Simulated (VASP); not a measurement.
Consider the following.

```
CdI2
1.0
    2.08335    -3.60847     0.00000
    2.08335     3.60847     0.00000
    0.00000     0.00000     6.64269
Cd I
1 2
Direct
  0.00000   0.00000   0.00000
  0.33333   0.66667   0.25472
  0.66667   0.33333   0.74528
```

Method: LDA (Ceperley-Alder, Perdew-Zunger) with spin-orbit coupling, VASP's LDA PAW potentials (set 64) (plane waves; VASP). Numerical set-up: 400 eV cut-off, 6×6×3 Γ-centred mesh, Gaussian smearing of 0.050 eV, potentials Cd I.

The path is coarsely sampled, so an indirect gap can come out somewhat too large.

Question: Give the energies of bands 17 to 30 at the high-symmetry points, in eV from the valence-band maximum.

Answer: 
```csv
band,Γ,M,K,A,L,H
17,-1.44,-3.56,-3.04,-2.50,-4.06,-3.58
18,-1.44,-3.56,-3.04,-2.50,-4.06,-3.58
19,-0.94,-2.72,-2.69,-1.11,-2.06,-3.31
20,-0.94,-2.72,-2.69,-1.11,-2.06,-3.31
21,-0.34,-1.99,-2.49,-0.74,-1.45,-2.98
22,-0.34,-1.99,-2.49,-0.74,-1.45,-2.98
23,-0.22,-1.39,-1.69,-0.52,-1.28,-0.72
24,-0.22,-1.39,-1.69,-0.52,-1.28,-0.72
25,-0.16,-0.39,-1.61,0.00,-0.63,-0.49
26,-0.16,-0.39,-1.61,0.00,-0.63,-0.49
27,2.04,2.27,2.10,3.40,1.90,3.17
28,2.04,2.27,2.10,3.40,1.90,3.17
29,3.84,4.41,6.64,3.93,4.28,4.88
30,3.84,4.41,6.64,3.93,4.28,4.88
```

The gap is indirect, 1.88 eV, from the valence maximum at A to the conduction minimum at L-M at 0.25.

The compound is CdI2 in the 1T layered structure. It was relaxed first, which changed the volume by -6 %.
